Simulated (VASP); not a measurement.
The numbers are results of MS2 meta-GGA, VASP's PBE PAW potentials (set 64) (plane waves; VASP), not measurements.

Input for VASP

**POSCAR**
```
SrTiO3
1.0
  3.8964091187   0.0000000000   0.0000000000
  0.0000000000   3.8964091187   0.0000000000
  0.0000000000   0.0000000000   3.8964091187
Sr Ti O
1 1 3
Cart
  0.0000000000   0.0000000000   0.0000000000
  1.9482045593   1.9482045593   1.9482045593
  1.9482045593   0.0000000000   1.9482045593
  0.0000000000   1.9482045593   1.9482045593
  1.9482045593   1.9482045593   0.0000000000
```

File KPOINTS:
```
kpoints
0
Gamma
 5 5 5
```

### INCAR
```
ALGO = Normal
EDIFF = 1E-6
EDIFFG = -0.02
ENCUT = 520
IBRION = 2
ISIF = 3
ISMEAR = 0
LASPH = T
LCHARG = F
LMAXMIX = 4
LMIXTAU = T
LREAL = F
LWAVE = F
METAGGA = MS2
NELM = 100
NSW = 60
PREC = Accurate
SIGMA = 0.05
SYSTEM = SrTiO3
```

POTCAR, in this order: Sr_sv Ti_sv O (PBE.64 set). Program: vasp_std.

The resulting files:

File OSZICAR:
```
       N       E                     dE             d eps       ncg     rms          rms(c)
DAV:   1     0.397439405528E+03    0.39744E+03   -0.20422E+04   480   0.176E+03
DAV:   2    -0.470331171272E+02   -0.44447E+03   -0.43892E+03   544   0.491E+02
DAV:   3    -0.966664065135E+02   -0.49633E+02   -0.48780E+02   816   0.146E+02
DAV:   4    -0.988902402611E+02   -0.22238E+01   -0.21856E+01   704   0.270E+01
DAV:   5    -0.989831157663E+02   -0.92876E-01   -0.92795E-01   640   0.442E+00    0.312E+01
DAV:   6    -0.537140311361E+02    0.45269E+02   -0.11638E+02   648   0.104E+02    0.119E+01
DAV:   7    -0.558206874365E+02   -0.21067E+01   -0.54783E+01   720   0.448E+01    0.101E+01
DAV:   8    -0.540944221827E+02    0.17263E+01   -0.12682E+00   648   0.883E+00    0.817E+00
DAV:   9    -0.524497302052E+02    0.16447E+01   -0.31054E+00   752   0.769E+00    0.679E+00
DAV:  10    -0.527138753745E+02   -0.26415E+00   -0.12901E+00   736   0.863E+00    0.676E+00
DAV:  11    -0.526600547675E+02    0.53821E-01   -0.12633E+00   616   0.869E+00    0.941E+00
DAV:  12    -0.528999771439E+02   -0.23992E+00   -0.80084E-01   504   0.839E+00    0.337E+00
DAV:  13    -0.526969190973E+02    0.20306E+00   -0.63561E-01   680   0.781E+00    0.165E+00
DAV:  14    -0.527278861310E+02   -0.30967E-01   -0.43620E-02   520   0.215E+00    0.127E+00
DAV:  15    -0.527221664134E+02    0.57197E-02   -0.49253E-03   816   0.587E-01    0.119E+00
DAV:  16    -0.527206999513E+02    0.14665E-02   -0.33353E-03   624   0.694E-01    0.994E-01
DAV:  17    -0.527184284106E+02    0.22715E-02   -0.34917E-03   736   0.581E-01    0.350E-01
DAV:  18    -0.527180595687E+02    0.36884E-03   -0.42511E-04   552   0.193E-01    0.178E-01
DAV:  19    -0.527178506769E+02    0.20889E-03   -0.29174E-04   696   0.142E-01    0.128E-01
DAV:  20    -0.527176019161E+02    0.24876E-03   -0.17277E-04   592   0.128E-01    0.681E-02
DAV:  21    -0.527175631877E+02    0.38728E-04   -0.65699E-05   656   0.631E-02    0.436E-02
DAV:  22    -0.527175439695E+02    0.19218E-04   -0.21085E-05   616   0.439E-02    0.215E-02
DAV:  23    -0.527175515477E+02   -0.75783E-05   -0.12600E-05   752   0.254E-02    0.121E-02
DAV:  24    -0.527175490337E+02    0.25141E-05   -0.69358E-07   264   0.986E-03    0.112E-02
DAV:  25    -0.527175482114E+02    0.82229E-06   -0.48426E-07   264   0.820E-03
   1 F= -.52717548E+02 E0= -.52717548E+02  d E =-.527175E+02
       N       E                     dE             d eps       ncg     rms          rms(c)
DAV:   1    -0.529534418533E+02   -0.23589E+00   -0.69473E+00   552   0.301E+01    0.422E+00
DAV:   2    -0.527751994334E+02    0.17824E+00   -0.13786E+00   600   0.115E+01    0.176E+00
DAV:   3    -0.529185949986E+02   -0.14340E+00   -0.17979E+00   624   0.827E+00    0.140E+00
DAV:   4    -0.527198743948E+02    0.19872E+00   -0.93023E-01   664   0.700E+00    0.427E-01
DAV:   5    -0.527163390040E+02    0.35354E-02   -0.65342E-02   696   0.229E+00    0.367E-01
DAV:   6    -0.527175302895E+02   -0.11913E-02   -0.65521E-03   584   0.610E-01    0.297E-01
DAV:   7    -0.527190509305E+02   -0.15206E-02   -0.38194E-03   544   0.542E-01    0.798E-02
DAV:   8    -0.527182152230E+02    0.83571E-03   -0.17775E-03   520   0.460E-01    0.329E-02
DAV:   9    -0.527181032542E+02    0.11197E-03   -0.86101E-04   592   0.318E-01    0.242E-02
DAV:  10    -0.527180758348E+02    0.27419E-04   -0.32072E-04   616   0.123E-01    0.305E-02
DAV:  11    -0.527180364327E+02    0.39402E-04   -0.71581E-05   744   0.749E-02    0.148E-02
DAV:  12    -0.527180382007E+02   -0.17680E-05   -0.58822E-06   536   0.201E-02    0.123E-02
DAV:  13    -0.527180382757E+02   -0.75048E-07   -0.70204E-07   280   0.731E-03
   2 F= -.52718038E+02 E0= -.52718038E+02  d E =-.490064E-03
       N       E                     dE             d eps       ncg     rms          rms(c)
DAV:   1    -0.527877112263E+02   -0.69673E-01   -0.16613E+00   552   0.144E+01    0.216E+00
DAV:   2    -0.527383222912E+02    0.49389E-01   -0.31182E-01   600   0.590E+00    0.820E-01
DAV:   3    -0.527654503903E+02   -0.27128E-01   -0.35952E-01   656   0.338E+00    0.677E-01
DAV:   4    -0.527252750296E+02    0.40175E-01   -0.20112E-01   640   0.295E+00    0.189E-01
DAV:   5    -0.527248138503E+02    0.46118E-03   -0.11930E-02   672   0.933E-01    0.172E-01
DAV:   6    -0.527251689290E+02   -0.35508E-03   -0.20117E-03   568   0.365E-01    0.114E-01
DAV:   7    -0.527252299183E+02   -0.60989E-04   -0.10065E-03   696   0.281E-01    0.557E-02
DAV:   8    -0.527252753443E+02   -0.45426E-04   -0.64101E-04   616   0.187E-01    0.210E-02
DAV:   9    -0.527252516608E+02    0.23683E-04   -0.18506E-04   632   0.106E-01    0.202E-02
DAV:  10    -0.527252494923E+02    0.21685E-05   -0.11737E-05   568   0.201E-02    0.201E-02
DAV:  11    -0.527252391301E+02    0.10362E-04   -0.13035E-06   400   0.113E-02    0.158E-02
DAV:  12    -0.527252180011E+02    0.21129E-04   -0.48525E-06   480   0.244E-02    0.674E-03
DAV:  13    -0.527252120239E+02    0.59772E-05   -0.20456E-06   384   0.151E-02    0.468E-03
DAV:  14    -0.527252115355E+02    0.48840E-06   -0.29926E-07   264   0.442E-03
   3 F= -.52725212E+02 E0= -.52725212E+02  d E =-.766332E-02
```

File OUTCAR:
```
------------------------ aborting loop because EDIFF is reached ----------------------------------------
  FORCE on cell =-STRESS in cart. coord.  units (eV):
  Direction    XX          YY          ZZ          XY          YZ          ZX
  --------------------------------------------------------------------------------------
  Total       -0.0477057     -0.0477057     -0.0477057     -0.0000000     -0.0000000      0.0000000
  in kB       -1.2728427     -1.2728427     -1.2728427     -0.0000000     -0.0000000      0.0000000
  external PRESSURE =      -1.2728427 kB  Pullay stress =       0.0000000 kB
  volume of cell :       60.05
      direct lattice vectors                 reciprocal lattice vectors
     3.915932813  0.000000000  0.000000000     0.255366996  0.000000000  0.000000000
    -0.000000000  3.915932813 -0.000000000    -0.000000000  0.255366996  0.000000000
    -0.000000000 -0.000000000  3.915932813    -0.000000000  0.000000000  0.255366996
 POSITION                                       TOTAL-FORCE (eV/Angst)
 -----------------------------------------------------------------------------------
      0.00000      0.00000      0.00000         0.000000      0.000000      0.000000
      1.95797      1.95797      1.95797        -0.000000     -0.000000      0.000000
      1.95797      0.00000      1.95797         0.000000     -0.000000      0.000000
     -0.00000      1.95797      1.95797        -0.000000     -0.000000      0.000000
      1.95797      1.95797      0.00000         0.000000      0.000000      0.000000
 -----------------------------------------------------------------------------------
    total drift:                                0.000000      0.000000     -0.000000
  FREE ENERGIE OF THE ION-ELECTRON SYSTEM (eV)
  ---------------------------------------------------
  free  energy   TOTEN  =       -52.7252115355 eV

  energy  without entropy=      -52.7252115355  energy(sigma->0) =      -52.72521154

 reached required accuracy - stopping structural energy minimisation
```
(Selected blocks of OUTCAR.)

### CONTCAR
```
SrTiO3
   1.00000000000000
     3.9159328125460946    0.0000000000000000    0.0000000000000000
    -0.0000000000000000    3.9159328125460946   -0.0000000000000000
    -0.0000000000000000   -0.0000000000000000    3.9159328125460946
  Sr              Ti              O
     1     1     3
Direct
     0.0000000000000000    0.0000000000000000    0.0000000000000000
     0.5000000000000000    0.5000000000000000    0.5000000000000000
     0.5000000000000000    0.0000000000000000    0.5000000000000000
     0.0000000000000000    0.5000000000000000    0.5000000000000000
     0.5000000000000000    0.5000000000000000    0.0000000000000000
```

The compound is SrTiO3 in the cubic perovskite structure, the ideal cubic form; the compound distorts at low or room temperature. This run relaxes it. Symmetry was kept, so distortions that lower it aren't found. The start is the result of an earlier pass.
